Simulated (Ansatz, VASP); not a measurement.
# H2W2CO2 (W2C(OH)2 MXene monolayer): VASP beside Ansatz

Aim: how closely do two programs agree when they are given the same cell, functional and k mesh? The cell is taken from a series of runs on this material, whose earlier steps may have relaxed, scaled, displaced or heated it; both programs get it as it stands.

Calculated with Ansatz 0.2.0; plane waves, with VASP 6.6.1 beside it; single point at PBE with D3(BJ).

## Step 1: The structure

The cell holds 7 atoms: 2 H, 2 O, 2 W and 1 C. Its edges and angles: a = 2.886 Å, b = 2.886 Å, c = 25.662 Å, α = 90.0°, β = 90.0°, γ = 120.0°. Vacuum lies along c.

## Step 2: Ansatz: single point, PBE with D3(BJ)

Ansatz runs on its PAW soft_1 files.

With cell and atoms fixed, the geometry can't cause a difference; cores, projectors, grids and the points listed under the comparison can.

The input, input.yaml:

```yaml
crystal:
  lattice:
    - [2.8855705472, 0.0, 0.0]
    - [-1.4427852736, 2.4989773982, 0.0]
    - [0.0, 0.0, 25.661820624]
  atoms:
    - { symbol: H, position: [0.3333333333, 0.6666666667, 0.3507155682] }
    - { symbol: O, position: [0.3333333333, 0.6666666667, 0.3891236058] }
    - { symbol: W, position: [0.6666666667, 0.3333333333, 0.4470215724] }
    - { symbol: C, position: [0.0, 0.0, 0.5] }
    - { symbol: W, position: [0.3333333333, 0.6666666667, 0.5529784276] }
    - { symbol: O, position: [0.6666666667, 0.3333333333, 0.6108763942] }
    - { symbol: H, position: [0.6666666667, 0.3333333333, 0.6492844318] }
kpoints:
  mp_grid: { grid: [18, 18, 1] }
  band_path:
    path: [[0, 0, 0], [0.5, 0, 0], [0.33333333, 0.33333333, 0], [0, 0, 0]]
    npoints: 16
hamiltonian:
  xc: pbe
  dispersion: d3bj
  pseudopotentials: { kind: paw, azcp: { folder: soft_1 } }
scf:
  occupations: { method: fermi_dirac, width: 0.02585 }
  convergence: { dr2_threshold: 1.0e-10 }
efield:
  axis: 3
  dipole_correction: true
  ramp_position: 0.97
  ramp_width: 0.06
  amplitude: 0
output:
  dos: { projected: true, e_range: [-6, 5] }
  write_potential: true
  write_density: true
  volumetric_format: npy
  elf: true
```

Command:

```sh
$ ansatz run input.yaml --threads 2 --pin off --max-ram 3072MiB --backend cpu --events-out ev --progress --plain --runs-dir out
```

Numbers of over 12 decimals in the logs are rounded to 6 here.

Output:

```text
Engine: ansatz 0.2.0, aarch64-unknown-linux-gnu
Pseudopotentials: kind: paw
Pseudopotential: H, paw, valence charge 1, recommended cutoff 420 eV (normal), soft_1/H.paw.azcp
Pseudopotential: O, paw, valence charge 6, recommended cutoff 420 eV (normal), soft_1/O.paw.azcp
Pseudopotential: W, paw, valence charge 14, recommended cutoff 420 eV (normal), soft_1/W.paw.azcp
Pseudopotential: C, paw, valence charge 4, recommended cutoff 420 eV (normal), soft_1/C.paw.azcp
Functional definition: PBE
  parameter kappa = 0.804
  parameter beta = 0.066725
  exchange = pbe_x(kappa = kappa, mu = beta*pi^2/3)
  correlation = pbe_c(beta = beta)
Crystal: 7 atoms, lattice volume = 185.047 Å³
Basis set: ecut = 420 eV, 3613 PW (Γ)
Bands: 30, of which v1, the nominal top of the filled ones, is band 23 counted from 1 (22 counted from 0)
Symmetry: 6 space group operations
k-points: 37 of 324 (time reversal used)
Non-local potential: H, projectors of the file, l = 0: 2, l = 1: 1
Non-local potential: O, projectors of the file, l = 0: 2, l = 1: 2, l = 2: 1
Non-local potential: W, projectors of the file, l = 0: 3, l = 1: 2, l = 2: 2, l = 3: 1
Non-local potential: C, projectors of the file, l = 0: 2, l = 1: 2, l = 2: 1
PAW form: soft (Blöchl's): semilocal exchange-correlation on the pseudo side does not see the compensation charge
PAW one-centre angular grid: H, 110 points (default); XC on 64 Gauss nodes
PAW one-centre angular grid: O, 110 points (default); XC on 64 Gauss nodes
PAW one-centre angular grid: W, 590 points (default); XC on 64 Gauss nodes
PAW one-centre angular grid: C, 110 points (default); XC on 64 Gauss nodes
Initial density: superposition of atomic densities (neutral atoms: chi_scale 0, normalization atom)
Initial wavefunctions: pseudopotential atomic-orbital guess
Functional: x = pbe(κ = 0.804, μ = 0.219515), c = pbe(β = 0.066725)
SCF iter   1: F=—  HF=-22193.877442 eV  |F-HF|=—  |Δ(HF+E_count)|=         —  Δρ=8.89e-2  dr2=2.25e1  ethr=3.10e-3  p=-0.000 e·Å  D=-1.37e-14 V/Å  ΔV_dip=0.00 eV  dr2_dipole=1.15e-7  V_vac-E_F(+/−)=6.28/6.28 eV  ⟨swp⟩=8.3  Hψ=5659  notcnv=0
efield: sawtooth ramp at fractional position 0.9700 (set: `efield.ramp_position`, or a place that a band, a saddle search or an elastic batch's reference lends), width 0.0600; the density the first Hamiltonian is built on has a dipole p = -0.000 e·Å; the dipole correction subtracts the counter field D = -1.37e-14 V/Å, which shifts the + side's vacuum level by +0.00 eV against the − side's; the planar-averaged density in the ramp window peaks in size at 6.6e-7 e/Å³
preconditioner: auto → LDOS  [metal: Δε(μ)=0.022 eV  Ē_g=12.100 eV  σ=0.026 eV  W_gap=0.20  n_scr=16 (ndim 8)  ℏωp=15.0 eV  f_vac=0.620  D(μ)=4.85/eV (n_scr^D=16)  β→1.0]
SCF iter   2: F=—  HF=-22191.793660 eV  |F-HF|=—  |Δ(HF+E_count)|=    2.08e0  Δρ=6.52e-2  dr2=8.96e1  ethr=3.10e-3  p=-0.000 e·Å  D=-3.54e-5 V/Å  ΔV_dip=0.00 eV  dr2_dipole=1.29e-5  V_vac-E_F(+/−)=-0.52/-0.52 eV  ⟨swp⟩=5.6  Hψ=3429  notcnv=0  defer=59  recentre
SCF iter   3: F=—  HF=-22189.459817 eV  |F-HF|=—  |Δ(HF+E_count)|=    2.33e0  Δρ=3.44e-2  dr2=4.97e0  ethr=3.10e-3  p=-0.000 e·Å  D=-1.53e-5 V/Å  ΔV_dip=0.00 eV  dr2_dipole=6.90e-11  V_vac-E_F(+/−)=4.76/4.76 eV  ⟨swp⟩=4.4  Hψ=3047  notcnv=0  defer=43
SCF iter   4: F=—  HF=-22188.509105 eV  |F-HF|=—  |Δ(HF+E_count)|=   9.51e-1  Δρ=4.64e-3  dr2=7.35e-1  ethr=3.10e-3  p=0.000 e·Å  D=1.60e-4 V/Å  ΔV_dip=-0.00 eV  dr2_dipole=5.34e-8  V_vac-E_F(+/−)=6.38/6.40 eV  ⟨swp⟩=3.2  Hψ=2020  notcnv=0  defer=46
SCF iter   5: F=—  HF=-22188.449087 eV  |F-HF|=—  |Δ(HF+E_count)|=   6.00e-2  Δρ=2.72e-3  dr2=3.78e-1  ethr=1.60e-3  p=0.000 e·Å  D=1.69e-4 V/Å  ΔV_dip=-0.00 eV  dr2_dipole=1.42e-7  V_vac-E_F(+/−)=5.98/6.01 eV  ⟨swp⟩=2.2  Hψ=1416  notcnv=0  defer=44
SCF iter   6: F=—  HF=-22188.394379 eV  |F-HF|=—  |Δ(HF+E_count)|=   5.47e-2  Δρ=1.83e-3  dr2=1.93e-1  ethr=8.21e-4  p=0.000 e·Å  D=1.19e-4 V/Å  ΔV_dip=-0.00 eV  dr2_dipole=1.21e-7  V_vac-E_F(+/−)=4.90/4.92 eV  ⟨swp⟩=2.3  Hψ=1215  notcnv=0  defer=45
SCF iter   7: F=—  HF=-22188.359949 eV  |F-HF|=—  |Δ(HF+E_count)|=   3.44e-2  Δρ=1.75e-3  dr2=1.12e-1  ethr=4.20e-4  p=0.000 e·Å  D=2.04e-6 V/Å  ΔV_dip=-0.00 eV  dr2_dipole=1.66e-8  V_vac-E_F(+/−)=2.73/2.73 eV  ⟨swp⟩=3.8  Hψ=1526  notcnv=0  defer=45
SCF iter   8: F=—  HF=-22188.356486 eV  |F-HF|=—  |Δ(HF+E_count)|=   3.46e-3  Δρ=1.15e-3  dr2=3.62e-2  ethr=2.44e-4  p=-0.000 e·Å  D=-3.18e-5 V/Å  ΔV_dip=0.00 eV  dr2_dipole=8.08e-8  V_vac-E_F(+/−)=2.10/2.09 eV  ⟨swp⟩=2.3  Hψ=1450  notcnv=0  defer=41
SCF iter   9: F=—  HF=-22188.353321 eV  |F-HF|=—  |Δ(HF+E_count)|=   3.17e-3  Δρ=3.32e-4  dr2=2.27e-3  ethr=7.87e-5  p=-0.000 e·Å  D=-1.58e-5 V/Å  ΔV_dip=0.00 eV  dr2_dipole=2.10e-8  V_vac-E_F(+/−)=2.33/2.33 eV  ⟨swp⟩=2.7  Hψ=1376  notcnv=0  defer=40
SCF iter  10: F=—  HF=-22188.353094 eV  |F-HF|=—  |Δ(HF+E_count)|=   2.27e-4  Δρ=8.92e-5  dr2=1.75e-5  ethr=4.94e-6  p=-0.000 e·Å  D=-3.33e-6 V/Å  ΔV_dip=0.00 eV  dr2_dipole=2.91e-10  V_vac-E_F(+/−)=2.50/2.50 eV  ⟨swp⟩=2.1  Hψ=1616  notcnv=0  defer=40
SCF iter  11: F=—  HF=-22188.353136 eV  |F-HF|=—  |Δ(HF+E_count)|=   4.18e-5  Δρ=4.16e-5  dr2=9.21e-5  ethr=3.80e-8  p=-0.000 e·Å  D=-1.49e-6 V/Å  ΔV_dip=0.00 eV  dr2_dipole=1.54e-12  V_vac-E_F(+/−)=2.52/2.52 eV  ⟨swp⟩=2.6  Hψ=1730  notcnv=0  defer=40
SCF iter  12: F=—  HF=-22188.353135 eV  |F-HF|=—  |Δ(HF+E_count)|=   6.36e-7  Δρ=9.63e-6  dr2=1.86e-6  ethr=3.80e-8  p=-0.000 e·Å  D=-1.47e-6 V/Å  ΔV_dip=0.00 eV  dr2_dipole=1.29e-10  V_vac-E_F(+/−)=2.50/2.50 eV  ⟨swp⟩=2.4  Hψ=1400  notcnv=0  defer=40
SCF iter  13: F=—  HF=-22188.353172 eV  |F-HF|=—  |Δ(HF+E_count)|=   3.74e-5  Δρ=6.65e-6  dr2=1.01e-6  ethr=4.04e-9  p=-0.000 e·Å  D=-6.80e-7 V/Å  ΔV_dip=0.00 eV  dr2_dipole=3.61e-12  V_vac-E_F(+/−)=2.50/2.50 eV  ⟨swp⟩=1.9  Hψ=1310  notcnv=0  defer=40
SCF iter  14: F=—  HF=-22188.353172 eV  |F-HF|=—  |Δ(HF+E_count)|=   4.85e-9  Δρ=1.65e-6  dr2=9.94e-8  ethr=2.20e-9  p=-0.000 e·Å  D=-2.57e-7 V/Å  ΔV_dip=0.00 eV  dr2_dipole=3.34e-13  V_vac-E_F(+/−)=2.50/2.50 eV  ⟨swp⟩=1.4  Hψ=1104  notcnv=0  defer=40
SCF iter  15: F=—  HF=-22188.353172 eV  |F-HF|=—  |Δ(HF+E_count)|=  3.67e-10  Δρ=5.27e-7  dr2=7.79e-9  ethr=2.16e-10  p=-0.000 e·Å  D=-1.53e-7 V/Å  ΔV_dip=0.00 eV  dr2_dipole=7.36e-17  V_vac-E_F(+/−)=2.50/2.50 eV  ⟨swp⟩=1.4  Hψ=1135  notcnv=0  defer=40
SCF iter  16: F=—  HF=-22188.353172 eV  |F-HF|=—  |Δ(HF+E_count)|=  3.27e-11  Δρ=1.49e-7  dr2=2.40e-10  ethr=1.69e-11  p=-0.000 e·Å  D=-9.48e-8 V/Å  ΔV_dip=0.00 eV  dr2_dipole=5.73e-14  V_vac-E_F(+/−)=2.50/2.50 eV  ⟨swp⟩=2.0  Hψ=1343  notcnv=0  defer=40
SCF iter  17: F=-22188.353172 eV  HF=-22188.353172 eV  |F-HF|=7.28e-12  |Δ(HF+E_count)|=  6.91e-11  Δρ=3.91e-8  dr2=4.44e-12  ethr=1.00e-12  p=-0.000 e·Å  D=-5.47e-8 V/Å  ΔV_dip=0.00 eV  dr2_dipole=3.16e-15  V_vac-E_F(+/−)=2.50/2.50 eV  ⟨swp⟩=11.2  Hψ=3861  notcnv=0
SCF 1 converged in 17 iterations: F = -22188.353172 eV  dr2 = 4.44e-12
  greatest PAW one-centre occupation: 0.999 electrons in one spin orbital (limit 2), on the W atom at site 2 (counted from 0), in its partial waves of l = 0
NSCF: frozen V_eff on 49 k-points
efield: sawtooth ramp at fractional position 0.9700 (kept from the solve that this one continues, or follows in the run), width 0.0600; the density the first Hamiltonian is built on has a dipole p = -0.000 e·Å; the dipole correction subtracts the counter field D = -5.47e-8 V/Å, which shifts the + side's vacuum level by +0.00 eV against the − side's; the planar-averaged density in the ramp window peaks in size at 1.8e-6 e/Å³
WARN: The output density's exchange-correlation potential varies sharply where the density is thin. Do not read a vacuum level from v_tot or v_xc, or from such a field of the output density. On a cell that repeats whose density bears no net charge and no dipole along the vacuum's axis use v_es (v_loc + v_h of the components); under efield.dipole_correction with no amplitude use v_es + v_field, which holds any externa [...]
SCF converged after 17 iterations
Free energy (F): -22188.353172 eV
Harris-Foulkes:  -22188.353172 eV  (|F-HF|=7.28e-12)
Internal energy: -22188.344364 eV  (E = F + TS)
E sigma→0 (E₀):  -22188.348768 eV
Entropy (-TS):   -0.008808 eV (-1.258 meV/atom)
Fermi energy:    3.723182 eV
Dipole field:    D = 0.000000 V/Å  (p = 0.000000 e·Å, saw-weighted, corrected)
Work function:   Φ+ = 2.5035 eV   Φ− = 2.5035 eV
Levels:          The Fermi level and band energies are counted from a zero that moves with the ramp; work functions are not
--- Per-component energies (eV) ---
  E_band       = -857.364061
  E_kinetic    = 1299.610569
  E_local      = -62268.418230  (includes V_loc(G=0)·N_el)
  E_nonlocal   = 79.967890
  E_hartree    = 30588.465630
  E_xc         = -742.410961
  E_vxc        = -725.306968  (∫ρ·V_xc dr)
  E_paw        = -17582.422133  (= ΣΔE_a)
  E_vpaw       = -420.148191  (= ΣTr[D̂ρ^β])
  E_aug_tail   = -0.000007  (compensation charges beyond the density's cutoff)
  E_efield     = 0.000000  (sawtooth field / dipole correction)
  E_vefield    = 0.000000  (∫n·V_field dr)
  E_ewald      = 26438.282198
  E_disp       = -1.419321  (pairwise vdW)
  E_smearing   = -0.008808  (= −TS)
  E_closure    = 0.000000  (closes the sum)
  Σ components = -22188.353172   (vs F -22188.353172, Δ=0.00e0)
--- Band table (eV; the first three rows and the last of 37) ---
  k-point 0: bands = [... 19 lower, 0.4970, 0.4970, 2.2674, 2.2674, 3.6844, 3.6865, 4.0398, 4.1069, ... 3 higher]
  k-point 1: bands = [... 19 lower, 0.3078, 0.4321, 2.1357, 2.3544, 3.6416, 3.7522, 4.0318, 4.0702, ... 3 higher]
  k-point 2: bands = [... 19 lower, 0.1139, 0.2787, 1.8216, 2.6081, 3.4462, 3.7731, 4.1428, 4.1915, ... 3 higher]
  k-point 36: bands = [... 19 lower, -2.2155, 2.6627, 3.4940, 3.4940, 3.8952, 5.1194, 5.1194, 6.9320, ... 3 higher]
```

The column dr2 measures how far the density is from self-consistency, as an energy; F and HF (Harris–Foulkes) agree once it is small.

## Step 3: VASP: single point, PBE with D3(BJ)

The same cell, functional, mesh and smearing now go to VASP, with its own data sets.

Lines of VASP's logs that name or quote its potential files are left out, and so is its time.

The input, INCAR:

```
SYSTEM = H2W2CO2
PREC = Accurate
ENCUT = 520
EDIFF = 1E-06
NELM = 120
ISMEAR = -1
SIGMA = 0.02585
LREAL = .FALSE.
ALGO = Normal
GGA = PE
IVDW = 12
NBANDS = 22
LASPH = .TRUE.
LORBIT = 11
LWAVE = .FALSE.
LCHARG = .FALSE.
ISIF = 2
LDIPOL = .TRUE.
IDIPOL = 3
DIPOL = 0.5 0.5 0.5
LVHAR = .TRUE.
GGA_COMPAT = .FALSE.
NELMDL = -8
KPAR = 2
```

The input, POSCAR:

```
H2W2CO2
1.0
    2.8855705472      0.0000000000      0.0000000000
   -1.4427852736      2.4989773982      0.0000000000
    0.0000000000      0.0000000000     25.6618206240
H O W C
2 2 2 1
Direct
    0.3333333333      0.6666666667      0.3507155682
    0.6666666667      0.3333333333      0.6492844318
    0.3333333333      0.6666666667      0.3891236058
    0.6666666667      0.3333333333      0.6108763942
    0.6666666667      0.3333333333      0.4470215724
    0.3333333333      0.6666666667      0.5529784276
    0.0000000000      0.0000000000      0.5000000000
```

The input, KPOINTS:

```
Automatic mesh
0
Gamma
18 18 1
0 0 0
```

PAW data sets: H, O, W and C (PBE family, release 64).

Command:

```sh
$ mpirun -np 2 vasp_std
```

Output:

```text
[banner, memory and clock lines left out]
running    2 mpi-ranks, on    1 nodes
 distrk:  each k-point on    1 cores,    2 groups
 distr:  one band on    1 cores,    1 groups

 POSCAR found type information on POSCAR H O W C
 POSCAR found :  4 types and       7 ions
 LDA part: xc-table for (Slater+PW92), standard interpolation
 POSCAR, INCAR and KPOINTS ok, starting setup
 FFT: planning ... GRIDC
 FFT: planning ... GRID_SOFT
 FFT: planning ... GRID
 WAVECAR not read
 entering main loop
       N       E                     dE             d eps       ncg     rms          rms(c)
DAV:   1     0.233337463603E+03    0.23334E+03   -0.12446E+04  1628   0.110E+03
DAV:   2    -0.322646912245E+02   -0.26560E+03   -0.25312E+03  2346   0.280E+02
DAV:   3    -0.617521142894E+02   -0.29487E+02   -0.28674E+02  2072   0.990E+01
DAV:   4    -0.627056584064E+02   -0.95354E+00   -0.92795E+00  2326   0.190E+01
DAV:   5    -0.627274834084E+02   -0.21825E-01   -0.21593E-01  2194   0.234E+00
DAV:   6    -0.627281447443E+02   -0.66134E-03   -0.66081E-03  2348   0.376E-01
DAV:   7    -0.627281701653E+02   -0.25421E-04   -0.25421E-04  2208   0.590E-02
DAV:   8    -0.627281710557E+02   -0.89041E-06   -0.89028E-06  2232   0.110E-02    0.434E+01
DAV:   9    -0.549349472613E+02    0.77932E+01   -0.39894E+01  2000   0.347E+01    0.158E+01
DAV:  10    -0.545458335663E+02    0.38911E+00   -0.21738E+00  2164   0.116E+01    0.904E+00
DAV:  11    -0.544825710820E+02    0.63262E-01   -0.31465E-01  2268   0.390E+00    0.160E+00
DAV:  12    -0.544675625403E+02    0.15009E-01   -0.20886E-01  2240   0.223E+00    0.376E-01
DAV:  13    -0.544568580219E+02    0.10705E-01   -0.17010E-02  2266   0.102E+00    0.182E-01
DAV:  14    -0.544565348112E+02    0.32321E-03   -0.24578E-03  2148   0.314E-01    0.669E-02
DAV:  15    -0.544566610675E+02   -0.12626E-03   -0.36532E-04  2204   0.168E-01    0.382E-02
DAV:  16    -0.544566243529E+02    0.36715E-04   -0.23818E-04  2342   0.870E-02    0.193E-02
DAV:  17    -0.544567391240E+02   -0.11477E-03   -0.12346E-04  1986   0.513E-02    0.166E-02
DAV:  18    -0.544567802493E+02   -0.41125E-04   -0.54712E-05  2172   0.245E-02    0.906E-03
DAV:  19    -0.544567900934E+02   -0.98441E-05   -0.42131E-05  2186   0.179E-02    0.600E-03
DAV:  20    -0.544567937389E+02   -0.36455E-05   -0.81925E-06  1862   0.103E-02    0.472E-03
DAV:  21    -0.544567949982E+02   -0.12594E-05   -0.21795E-06  1644   0.731E-03    0.169E-03
DAV:  22    -0.544567991851E+02   -0.41868E-05   -0.13244E-06  1584   0.350E-03    0.886E-04
DAV:  23    -0.544568007956E+02   -0.16105E-05   -0.74180E-07  1560   0.227E-03    0.740E-04
DAV:  24    -0.544568009509E+02   -0.15533E-06   -0.56670E-08  1262   0.134E-03
   1 F= -.55875977E+02 E0= -.55871577E+02  d E =-.879867E-02
```

(Continued in part 2 of 2.)

[Lines on the potential files, build, host, timing and source positions are cut from VASP's logs without a mark.]

[Logs are printed without paths, hosts, clocks, repeated set-up lines and the standing remarks that a program may print on its own settings, such as how far it seeks lower states.]

[Hosts, paths, dates, database ids (printed as entryN), source tags and the programs' standing remarks are cut or masked in the printed files.]
